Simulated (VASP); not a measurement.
```xyz
5
Lattice="3.8993 0.0000 0.0000 0.0000 3.8993 0.0000 0.0000 0.0000 3.8993" Properties=species:S:1:pos:R:3 pbc="T T T"
Sr     0.0000     0.0000     0.0000
V      1.9497     1.9497     1.9497
O      1.9497     0.0000     1.9497
O      0.0000     1.9497     1.9497
O      1.9497     1.9497     0.0000
```

Computed with RPBE GGA, VASP's PBE PAW potentials (set 64) (plane waves; VASP). Settings: 520 eV cut-off, Gaussian smearing of 0.050 eV, potentials Sr_sv V_sv O.

Estimate the band gap (along the path) with the smallest direct gap where there is one.

```yaml
band gap (along the path): none (metal, semimetal or under 0.01 eV)
```

Total energies compare only between runs with the same potentials, cut-off and functional.

The compound is SrVO3 in the cubic perovskite structure. It was relaxed first. The run is not spin-polarised, so no magnetic state was tried. The electron count is odd and the run is not spin-polarised, which forces a metal.
